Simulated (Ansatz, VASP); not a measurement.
# Cross-check of Sr (Sr(111)) between VASP and Ansatz, part 3 of 3

Aim: how closely do two programs agree when they are given the same cell, functional and k mesh?

VASP 6.6.1 and Ansatz 0.2.0.

So far: Set-up; Ansatz: single point, PBEsol; VASP: single point, PBEsol; Side by side; Ansatz: single point, LDA; VASP: single point, LDA.

### Step 7. Side by side

What differs besides the data sets and the points named for the pairs above, as far as they apply: the two LDA forms differ slightly; VASP's log shows a relativistic correction to its local exchange, Ansatz's none. Total energies have different zeros and are not compared.

Compared:

| quantity | Ansatz | VASP | difference |
| --- | --- | --- | --- |
| work function, lower of the two faces (eV) | 2.68 | 2.68 | 0.00 |
| work function, higher of the two faces (eV) | 2.68 | 2.68 | 0.00 |

Forces (eV/Å; atoms numbered as in POSCAR):

| atom | Ansatz x, y, z | VASP x, y, z |
| --- | --- | --- |
| Sr1 | 0.000, 0.000, 0.233 | 0.000, 0.000, 0.233 |
| Sr2 | 0.000, 0.000, -0.050 | 0.000, 0.000, -0.051 |
| Sr3 | 0.000, 0.000, -0.009 | 0.000, 0.000, -0.009 |
| Sr4 | 0.000, 0.000, 0.000 | 0.000, 0.000, 0.000 |
| Sr5 | 0.000, 0.000, 0.009 | 0.000, 0.000, 0.009 |
| Sr6 | 0.000, 0.000, 0.050 | 0.000, 0.000, 0.051 |
| Sr7 | 0.000, 0.000, -0.233 | 0.000, 0.000, -0.233 |

The forces differ by 0.3 meV/Å r.m.s., which is 0.4 % of the r.m.s. force of 0.07 eV/Å (both taken over all components). VASP's log warns that it found no field-free region in the vacuum, so its work functions are uncertain.

### Step 8. Ansatz: single point, PBE

A single point gives forces, pressure and levels at one fixed geometry, so differences don't come from the geometry; what else differs is listed under the comparison.

The input, input.yaml:

```yaml
crystal:
  lattice:
    - [4.2992092296, 0.0, 0.0]
    - [2.1496046148, 3.723224409, 0.0]
    - [0.0, 0.0, 39.06173782]
  atoms:
    - { symbol: Sr, position: [0.0, 0.0, 0.2304044956] }
    - { symbol: Sr, position: [0.3333333333, 0.3333333333, 0.3202696637] }
    - { symbol: Sr, position: [0.6666666667, 0.6666666667, 0.4101348319] }
    - { symbol: Sr, position: [0.0, 0.0, 0.5] }
    - { symbol: Sr, position: [0.3333333333, 0.3333333333, 0.5898651681] }
    - { symbol: Sr, position: [0.6666666667, 0.6666666667, 0.6797303363] }
    - { symbol: Sr, position: [0.0, 0.0, 0.7695955044] }
hamiltonian:
  xc: pbe
  pseudopotentials: { kind: paw }
kpoints:
  mp_grid: { grid: [9, 9, 1] }
scf:
  occupations: { method: methfessel_paxton, width: 0.1 }
  n_extra_bands: 5
efield:
  axis: 3
  dipole_correction: true
  ramp_width: 0.04
output:
  forces: true
  eigenvalues: true
```

Run with:

```sh
$ ansatz run input.yaml --threads 4 --pin off --max-ram 9216MiB --backend cpu --events-out ev --progress --plain --runs-dir out
```

Numbers of over 12 decimals in the logs are rounded to 6 here.

Log:

```text
[...]
Crystal: 7 atoms, lattice volume = 625.258 Å³
Basis set: ecut = 420 eV, 12185 PW (Γ), exchange–correlation on 60×60×540 points (8 copies of the dense FFT grid, shifted against one another)
Bands: 40, of which v1, the nominal top of the filled ones, is band 35 counted from 1 (34 counted from 0)
Symmetry: 6 space group operations
[...]
k-point 0: bands = [... 31 lower, -0.5150, -0.0483, 0.4466, 0.8865, 2.2319, 2.3813, 2.6659, 2.9760, ... 1 higher]
  k-point 1: bands = [... 31 lower, -0.3523, 0.1122, 0.6080, 1.0567, 2.2380, 2.4202, 2.7093, 3.0054, ... 1 higher]
  k-point 2: bands = [... 31 lower, 0.1032, 0.5544, 1.0433, 1.5077, 2.2582, 2.5265, 2.8134, 3.0375, ... 1 higher]
  k-point 11: bands = [... 31 lower, 2.0882, 2.0882, 2.1643, 2.2278, 2.2278, 2.3037, 2.4021, 2.4021, ... 1 higher]
[key lines of the parts left out:]
SCF converged after 9 iterations
Free energy (F): -24808.831385 eV
Fermi energy:    2.222935 eV
Dipole field:    D = -0.000000 V/Å  (p = -0.000001 e·Å, saw-weighted, corrected)
Work function:   Φ+ = 2.5982 eV   Φ− = 2.5982 eV
```

Run time: 10 s. Hardware: 4 threads of Arm Neoverse V2, shared host; peak memory 0.95 GiB; 38 s of CPU time.

### Step 9. VASP: single point, PBE

The same cell, functional, mesh and smearing now go to VASP, with its own data sets and cutoff.

The input, INCAR:

```
SYSTEM = Sr
PREC = Normal
ENCUT = 350
EDIFF = 1E-06
NELM = 120
ISMEAR = 1
SIGMA = 0.1
LREAL = .FALSE.
ALGO = Normal
GGA = PE
NBANDS = 43
LORBIT = 11
LWAVE = .FALSE.
LCHARG = .FALSE.
KPAR = 4
IDIPOL = 3
LDIPOL = .TRUE.
DIPOL = 0.5 0.5 0.5
LVHAR = .TRUE.
LVACPOTAV = .TRUE.
```

The input, POSCAR:

```
Sr
1.0
    4.2992092296      0.0000000000      0.0000000000
    2.1496046148      3.7232244090      0.0000000000
    0.0000000000      0.0000000000     39.0617378200
Sr
7
Direct
    0.0000000000      0.0000000000      0.2304044956
    0.3333333333      0.3333333333      0.3202696637
    0.6666666667      0.6666666667      0.4101348319
    0.0000000000      0.0000000000      0.5000000000
    0.3333333333      0.3333333333      0.5898651681
    0.6666666667      0.6666666667      0.6797303363
    0.0000000000      0.0000000000      0.7695955044
```

The input, KPOINTS:

```
Automatic mesh
0
Gamma
9 9 1
0 0 0
```

PAW data sets: Sr_sv (PBE family, release 64).

Run with:

```sh
$ mpirun -np 4 vasp_std
```

Log:

```text
[banner, memory and clock lines left out]
running    4 mpi-ranks, on    1 nodes
[...]
LDA part: xc-table for (Slater+PW92), standard interpolation
 POSCAR, INCAR and KPOINTS ok, starting setup
[...]
entering main loop
       N       E                     dE             d eps       ncg     rms          rms(c)
DAV:   1     0.357645428447E+03    0.35765E+03   -0.27858E+04  1416   0.957E+02
DAV:   2     0.314464552015E+02   -0.32620E+03   -0.32078E+03  1170   0.260E+02
DAV:   3    -0.611027204923E+01   -0.37557E+02   -0.37222E+02  1479   0.521E+01
DAV:   4    -0.110651747646E+02   -0.49549E+01   -0.49266E+01  1752   0.199E+01
[...]
DAV:  32    -0.107443148053E+02   -0.21077E-05   -0.54573E-07   694   0.209E-03    0.570E-03
DAV:  33    -0.107443175445E+02   -0.27391E-05   -0.43692E-07   713   0.296E-03    0.366E-03
DAV:  34    -0.107443183348E+02   -0.79038E-06   -0.13480E-07   662   0.119E-03
 [... a notice as in an earlier step ...]

   1 F= -.10744318E+02 E0= -.10742656E+02  d E =-.498608E-02
```

OUTCAR, selected parts (step 9):

```text
  Total       -0.5004417     -0.5004417     -1.3866809      0.0000000      0.0000000      0.0000000
  in kB       -1.2823445     -1.2823445     -3.5532664      0.0000000      0.0000000      0.0000000
  external PRESSURE =      -2.0393185 kB  Pullay stress =       0.0000000 kB

 POSITION                                       TOTAL-FORCE (eV/Angst)
 -----------------------------------------------------------------------------------
      0.00000      0.00000      9.00000         0.000000      0.000000      0.100539
      2.14960      1.24107     12.51029         0.000000     -0.000000     -0.048950
      4.29921      2.48215     16.02058        -0.000000     -0.000000     -0.012388
      0.00000      0.00000     19.53087        -0.000000     -0.000000      0.000000
      2.14960      1.24107     23.04116        -0.000000      0.000000      0.012388
      4.29921      2.48215     26.55145        -0.000000      0.000000      0.048950
      0.00000      0.00000     30.06174        -0.000000     -0.000000     -0.100539
 -----------------------------------------------------------------------------------
    total drift:                                0.000000      0.000000      0.000000

  FREE ENERGIE OF THE ION-ELECTRON SYSTEM (eV)
  ---------------------------------------------------
  free  energy   TOTEN  =       -10.7443183348 eV

  energy  without entropy=      -10.7393322561  energy(sigma->0) =      -10.74265631

[... 2 parts as in an earlier step ...]

[... 1 further part left out ...]
[key lines of the parts left out:]
E-fermi :   0.0768
```

### Step 10. Differences

Compared:

| quantity | Ansatz | VASP | difference |
| --- | --- | --- | --- |
| work function, lower of the two faces (eV) | 2.60 | 2.59 | +0.01 |
| work function, higher of the two faces (eV) | 2.60 | 2.59 | +0.01 |

Forces (eV/Å; atoms numbered as in POSCAR):

| atom | Ansatz x, y, z | VASP x, y, z |
| --- | --- | --- |
| Sr1 | 0.000, 0.000, 0.101 | 0.000, 0.000, 0.101 |
| Sr2 | 0.000, 0.000, -0.049 | 0.000, 0.000, -0.049 |
| Sr3 | 0.000, 0.000, -0.013 | 0.000, 0.000, -0.012 |
| Sr4 | 0.000, 0.000, 0.000 | 0.000, 0.000, 0.000 |
| Sr5 | 0.000, 0.000, 0.013 | 0.000, 0.000, 0.012 |
| Sr6 | 0.000, 0.000, 0.049 | 0.000, 0.000, 0.049 |
| Sr7 | 0.000, 0.000, -0.101 | 0.000, 0.000, -0.101 |

The forces differ by 0.2 meV/Å r.m.s., which is 0.5 % of the r.m.s. force of 0.03 eV/Å (both taken over all components). VASP's log warns that it found no field-free region in the vacuum, so its work functions are uncertain.

### Step 11. Summary of results

```
r.m.s. force difference (single point, PBEsol) : 0.21 meV/Å
r.m.s. force difference (single point, LDA)    : 0.31 meV/Å
r.m.s. force difference (single point, PBE)    : 0.16 meV/Å
```

The r.m.s. force difference is 0.31 meV/Å (single point, LDA), within the 12 meV/Å picked in this series as the mark of a large difference. 1 further run of this series is not shown here. Such differences can come from data sets, numerical settings and the points named under the comparisons, not from the functional's error against experiment.

[Lines on the potential files, build, host, timing and source positions are cut from VASP's logs without a mark.]

[Logs are printed without paths, hosts, clocks, repeated set-up lines and the standing remarks that a program may print on its own settings, such as how far it seeks lower states.]

[Hosts, paths, dates, database ids (printed as entryN), source tags and the programs' standing remarks are cut or masked in the printed files.]
